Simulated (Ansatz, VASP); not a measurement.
# Ta2Sb in two plane-wave programs, part 2 of 2

One calculation is typed for both programs; each brings its own data sets. How far apart do they land? The cell is generated by rule, not measured, and may not be a known phase. Of the first pair: The two relaxations start from unlike cells of this crystal (the structure described is Ansatz's start), so only their ends are compared.

VASP 6.6.1 and Ansatz 0.2.0.

So far: The structure; Ansatz: relaxation of cell and atoms, PBEsol, pair 1; VASP: relaxation of cell and atoms, PBEsol, pair 1; Comparison.

**5. VASP: relaxation of cell and atoms, PBEsol, pair 2**

Level of this step: PBEsol; plane waves and PAW (Ta_pv, Sb); invented cell (VASP).

The relaxed volume is the usual yardstick between codes: in a stiff, nearly cubic crystal its relative difference is about their pressure difference at one cell divided by the bulk modulus. Its start cell is another than that of the pair before, and may be another structure of the material.

Contents of INCAR:

```
SYSTEM = Ta2Sb
PREC = Accurate
ENCUT = 500
EDIFF = 1E-07
NELM = 120
ISMEAR = 0
SIGMA = 0.1
LREAL = .FALSE.
ALGO = Normal
GGA = PS
NBANDS = 19
LASPH = .TRUE.
LORBIT = 11
LWAVE = .FALSE.
LCHARG = .FALSE.
ISIF = 3
IBRION = 2
NSW = 80
EDIFFG = -0.005
GGA_COMPAT = .FALSE.
NELMIN = 4
KPAR = 2
```

Contents of POSCAR:

```
Ta2Sb
1.0
    3.3059360000      0.0000030000      0.0000000000
   -1.6529700000      2.8630230000      0.0000000000
    0.0000000000      0.0000000000      6.3107960000
Ta Sb
2 1
Direct
    0.6666665658      0.3333333333      0.6542420322
    0.3333331317      0.6666666667      0.3457579678
    0.0000000000      0.0000000000      0.0000000000
```

Contents of KPOINTS:

```
Automatic mesh
0
Gamma
15 15 8
0 0 0
```

The projector-augmented-wave data sets are Ta_pv and Sb (PBE family, release 64).

Command:

```
$ mpirun -np 2 vasp_std
```

Numbers of over 12 decimals in the logs are rounded to 6 here.

Output:

```text
[banner, memory and clock lines left out]
running    2 mpi-ranks, on    1 nodes
[...]
[... a notice as in an earlier step ...]

 LDA part: xc-table for (Slater+PW92), standard interpolation
 POSCAR, INCAR and KPOINTS ok, starting setup
[...]
entering main loop
       N       E                     dE             d eps       ncg     rms          rms(c)
DAV:   1     0.202631956198E+03    0.20263E+03   -0.13730E+04  7368   0.128E+03
DAV:   2    -0.225258460489E+02   -0.22516E+03   -0.22145E+03  8613   0.363E+02
DAV:   3    -0.300295754815E+02   -0.75037E+01   -0.72155E+01  9502   0.595E+01
DAV:   4    -0.301721218010E+02   -0.14255E+00   -0.14167E+00  8861   0.771E+00
[...]
DAV:  12    -0.289430365282E+02    0.83837E-05   -0.36692E-05  9021   0.479E-02    0.646E-03
DAV:  13    -0.289430361399E+02    0.38825E-06   -0.21856E-06  8318   0.136E-02    0.103E-03
DAV:  14    -0.289430360862E+02    0.53730E-07   -0.90251E-08  5345   0.256E-03
   1 F= -.28943036E+02 E0= -.28936456E+02  d E =-.289430E+02
[... from here on, the cycles between the ionic steps are left out ...]
   2 F= -.28943519E+02 E0= -.28936923E+02  d E =-.483161E-03
   3 F= -.28943696E+02 E0= -.28937104E+02  d E =-.660197E-03
   4 F= -.28943686E+02 E0= -.28937121E+02  d E =0.998444E-05
   5 F= -.28943782E+02 E0= -.28937201E+02  d E =-.859301E-04
   6 F= -.28943818E+02 E0= -.28937236E+02  d E =-.358913E-04
   7 F= -.28943833E+02 E0= -.28937252E+02  d E =-.512837E-04
[...]
reached required accuracy - stopping structural energy minimisation
```

OUTCAR, selected parts (step 5):

```text
  Total       -0.0016659     -0.0016659      0.0029465     -0.0000000     -0.0000000      0.0000000
  in kB       -0.0445186     -0.0445186      0.0787415     -0.0000000     -0.0000000      0.0000000
  external PRESSURE =      -0.0034319 kB  Pullay stress =       0.0000000 kB

 POSITION                                       TOTAL-FORCE (eV/Angst)
 -----------------------------------------------------------------------------------
      1.65809      0.95730      4.11679        -0.000000      0.000000      0.002209
     -0.00000      1.91460      2.17836         0.000000     -0.000000     -0.002209
     -0.00000     -0.00000      0.00000         0.000000      0.000000     -0.000000
 -----------------------------------------------------------------------------------
    total drift:                                0.000308      0.000000     -0.000000

  FREE ENERGIE OF THE ION-ELECTRON SYSTEM (eV)
  ---------------------------------------------------
  free  energy   TOTEN  =       -28.9438334972 eV

  energy  without entropy=      -28.9306707052  energy(sigma->0) =      -28.93725210

[... 1 part as in an earlier step ...]

[... 3 further parts left out ...]
[key lines of the parts left out:]
E-fermi :   7.5923
```

**6. Ansatz: relaxation of cell and atoms, PBEsol, pair 2**

The same cell, functional, mesh and smearing now go to Ansatz, which takes its cutoff from its data sets.

The cell is taken from a series of runs on this material, whose earlier steps may have relaxed, scaled, displaced or heated it; both programs get it as it stands.

Contents of input.yaml:

```yaml
crystal:
  lattice:
    - [3.3059359663, 2.902e-06, 0.0]
    - [-1.6529704964, 2.8630230791, 0.0]
    - [0.0, 0.0, 6.3107963074]
  atoms:
    - { symbol: Ta, position: [0.6666666667, 0.3333333333, 0.6542420002] }
    - { symbol: Ta, position: [0.3333333333, 0.6666666667, 0.3457579998] }
    - { symbol: Sb, position: [0.0, 0.0, 0.0] }
kpoints:
  mp_grid: { grid: [15, 15, 8] }
hamiltonian:
  xc: pbesol
scf:
  occupations: { method: gaussian, width: 0.1 }
output:
  forces: true
  stress: true
  eigenvalues: true
relax:
  adjacent_minimum: "off"
  f_tol: 0.005
  max_steps: 80
  cell: { stress_tol: 0.05 }
```

Command:

```
$ ansatz run input.yaml --threads 8 --pin off --max-ram 14336MiB --backend cpu --events-out ev --progress --plain --runs-dir out
```

Output:

```text
[...]
Crystal: 3 atoms, lattice volume = 59.732 Å³
Basis set: ecut = 420 eV, 1185 PW (Γ), exchange–correlation on 48×48×90 points (8 copies of the dense FFT grid, shifted against one another)
Bands: 25, of which v1, the nominal top of the filled ones, is band 21 counted from 1 (20 counted from 0)
Symmetry: 12 space group operations
[...]
k-points: 192 of 1800
[...]
--- Relaxed structure (5 steps of the walk, 4 accepted, 1 SCFs on fresh bases) ---
[...]
cell:  # Å, volume = 59.8547 Å³
    - [3.316429, 2.911236225999346e-6, -1.3397973897319358e-19]
    - [-1.658217, 2.872110, 0]
    - [-2.55757779520505e-19, 0, 6.283856]
  atoms:
    - { symbol: Ta, position: [0.666667, 0.333333, 0.654341] }
    - { symbol: Ta, position: [0.333333, 0.666667, 0.345659] }
    - { symbol: Sb, position: [0, 0, 0] }
[key lines of the parts left out:]
SCF converged after 7 iterations
Free energy (F): -26020.367740 eV
Fermi energy:    16.935452 eV
P = ⅓ Tr σ = 0.0150 GPa (0.150 kbar)
```

**7. Comparison**

What differs besides the data sets and the points named for the pairs above, as far as they apply: the data sets hold 41 valence electrons in Ansatz (on its default PAW (the set named soft_2) files) and 27 in VASP. Total energies have different zeros and are not compared.

Both answers:

```tsv
quantity	Ansatz	VASP	difference
volume (Å³)	59.85	59.95	-0.16 %
edge a after relaxation, in the typed setting (Å)	3.316	3.316	+0.01 %
edge c after relaxation, in the typed setting (Å)	6.284	6.295	-0.18 %
```

**8. Ansatz: relaxation of cell and atoms, PBEsol, pair 3**

The relaxed volume is the usual yardstick between codes: in a stiff, nearly cubic crystal its relative difference is about their pressure difference at one cell divided by the bulk modulus.

The cell is taken from a series of runs on this material, whose earlier steps may have relaxed, scaled, displaced or heated it; both programs get it as it stands.

Contents of input.yaml:

```yaml
crystal:
  lattice:
    - [3.3164285886, 2.9112e-06, 0.0]
    - [-1.6582168155, 2.872109952, 0.0]
    - [0.0, 0.0, 6.2838556443]
  atoms:
    - { symbol: Ta, position: [0.6666666667, 0.3333333333, 0.6543405229] }
    - { symbol: Ta, position: [0.3333333333, 0.6666666667, 0.3456594771] }
    - { symbol: Sb, position: [0.0, 0.0, 0.0] }
kpoints:
  mp_grid: { grid: [15, 15, 8] }
hamiltonian:
  xc: pbesol
scf:
  occupations: { method: methfessel_paxton, width: 0.2 }
output:
  forces: true
  stress: true
  eigenvalues: true
relax:
  adjacent_minimum: "off"
  f_tol: 0.001
  max_steps: 60
  cell: { stress_tol: 0.01 }
```

Output:

```text
[...]
Crystal: 3 atoms, lattice volume = 59.855 Å³
Basis set: ecut = 420 eV, 1185 PW (Γ), exchange–correlation on 48×48×90 points (8 copies of the dense FFT grid, shifted against one another)
Bands: 25, of which v1, the nominal top of the filled ones, is band 21 counted from 1 (20 counted from 0)
Symmetry: 12 space group operations
[...]
k-points: 192 of 1800
[...]
--- Relaxed structure (5 steps of the walk, 4 accepted, 1 SCFs on fresh bases) ---
[...]
cell:  # Å, volume = 59.8633 Å³
    - [3.317524, 2.9121769236362976e-6, 0]
    - [-1.658764, 2.873058, 0]
    - [0, 0, 6.280609]
  atoms:
    - { symbol: Ta, position: [0.666667, 0.333333, 0.654361] }
    - { symbol: Ta, position: [0.333333, 0.666667, 0.345639] }
    - { symbol: Sb, position: [0, 0, 0] }
[key lines of the parts left out:]
SCF converged after 4 iterations
Free energy (F): -26020.361909 eV
Fermi energy:    16.935127 eV
P = ⅓ Tr σ = -0.0000 GPa (-0.000 kbar)
```

**9. VASP: relaxation of cell and atoms, PBEsol, pair 3**

The same cell, functional, mesh and smearing now go to VASP, with its own data sets.

Edit INCAR of step 5 so:

```diff
@@ -5,4 +5,4 @@
 NELM = 120
-ISMEAR = 0
-SIGMA = 0.1
+ISMEAR = 1
+SIGMA = 0.2
 LREAL = .FALSE.
```

Contents of POSCAR:

```
Ta2Sb
1.0
    3.3164290000      0.0000030000      0.0000000000
   -1.6582170000      2.8721100000      0.0000000000
    0.0000000000      0.0000000000      6.2838560000
Ta Sb
2 1
Direct
    0.6666664656      0.3333333333      0.6543404241
    0.3333332328      0.6666666667      0.3456594168
    0.0000000000      0.0000000000      0.0000000000
```

KPOINTS is that of step 5.

Command:

```
$ mpirun -np 2 vasp_std
```

Output:

```text
[... set-up lines as in an earlier step ...]
 entering main loop
       N       E                     dE             d eps       ncg     rms          rms(c)
DAV:   1     0.203447907432E+03    0.20345E+03   -0.13676E+04  7376   0.128E+03
DAV:   2    -0.227164973776E+02   -0.22616E+03   -0.22242E+03  8749   0.364E+02
DAV:   3    -0.300172895366E+02   -0.73008E+01   -0.70630E+01  9208   0.592E+01
DAV:   4    -0.301610777505E+02   -0.14379E+00   -0.14242E+00  8911   0.786E+00
[...]
DAV:  12    -0.289378525941E+02    0.81663E-05   -0.34914E-05  9072   0.465E-02    0.637E-03
DAV:  13    -0.289378522670E+02    0.32713E-06   -0.21137E-06  8194   0.135E-02    0.105E-03
DAV:  14    -0.289378522268E+02    0.40167E-07   -0.87924E-08  5314   0.249E-03
   1 F= -.28937852E+02 E0= -.28937427E+02  d E =-.289379E+02
[...]
2 F= -.28937860E+02 E0= -.28937406E+02  d E =-.815898E-05
[...]
3 F= -.28937976E+02 E0= -.28937536E+02  d E =-.124167E-03
[...]
4 F= -.28937995E+02 E0= -.28937535E+02  d E =-.186548E-04
[...]
5 F= -.28938006E+02 E0= -.28937553E+02  d E =-.294110E-04
[...]
6 F= -.28938013E+02 E0= -.28937563E+02  d E =-.723525E-05
 trial-energy change:   -0.000007  1 .order   -0.000008   -0.000010   -0.000005
 step:   1.6582(harm=  1.6582)  dis= 0.00040  next Energy=   -28.938016 (dE=-0.104E-04)
 reached required accuracy - stopping structural energy minimisation
```

From OUTCAR (step 9):

```text
  Total       -0.0087863     -0.0087863      0.0095318     -0.0000000      0.0000000      0.0000000
  in kB       -0.2347684     -0.2347683      0.2546893     -0.0000000      0.0000000      0.0000000
  external PRESSURE =      -0.0716158 kB  Pullay stress =       0.0000000 kB

 POSITION                                       TOTAL-FORCE (eV/Angst)
 -----------------------------------------------------------------------------------
      1.65888      0.95776      4.11368         0.000000     -0.000000      0.000929
     -0.00000      1.91551      2.17637        -0.000000      0.000000     -0.000929
      0.00000      0.00000      0.00000        -0.000000      0.000000      0.000000
 -----------------------------------------------------------------------------------
    total drift:                                0.000307      0.000000      0.000367

  FREE ENERGIE OF THE ION-ELECTRON SYSTEM (eV)
  ---------------------------------------------------
  free  energy   TOTEN  =       -28.9380130402 eV

  energy  without entropy=      -28.9366641412  energy(sigma->0) =      -28.93756341

[... 2 parts as in an earlier step ...]

[... 2 further parts left out ...]
[key lines of the parts left out:]
E-fermi :   7.5931
```

**10. Side by side**

What differs besides the data sets and the points named for the pairs above, as far as they apply: the data sets hold 41 valence electrons in Ansatz (on its default PAW (the set named soft_2) files) and 27 in VASP. Total energies have different zeros and are not compared.

The two programs side by side:

```tsv
quantity	Ansatz	VASP	difference
volume (Å³)	59.86	59.96	-0.16 %
edge a after relaxation, in the typed setting (Å)	3.317	3.318	-0.01 %
edge c after relaxation, in the typed setting (Å)	6.281	6.290	-0.15 %
```

**11. Outcome**

```yaml
difference_in_edge_c_after_relaxation_in_the_typed_setting_relaxation_of_cell_and_atoms_pbesol_pair_1: -0.30 %
difference_in_edge_c_after_relaxation_in_the_typed_setting_relaxation_of_cell_and_atoms_pbesol_pair_2: -0.18 %
difference_in_volume_relaxation_of_cell_and_atoms_pbesol_pair_3: -0.16 %
```

**Reading.** The difference in edge c after relaxation, in the typed setting is -0.30 % (relaxation of cell and atoms, PBEsol, pair 1), within the 1.2 % picked in this series as the mark of a large difference, as far as the stopping tolerances let one tell. The data sets hold unlike numbers of valence electrons (41 in Ansatz and 27 in VASP), so part of the differences comes from the potentials. Such differences can come from data sets, numerical settings and the points named under the comparisons, not from the functional's error against experiment.

[Lines on the potential files, build, host, timing and source positions are cut from VASP's logs without a mark.]

[Logs are printed without paths, hosts, clocks, repeated set-up lines and the standing remarks that a program may print on its own settings, such as how far it seeks lower states.]

[Hosts, paths, dates, database ids (printed as entryN), source tags and the programs' standing remarks are cut or masked in the printed files.]
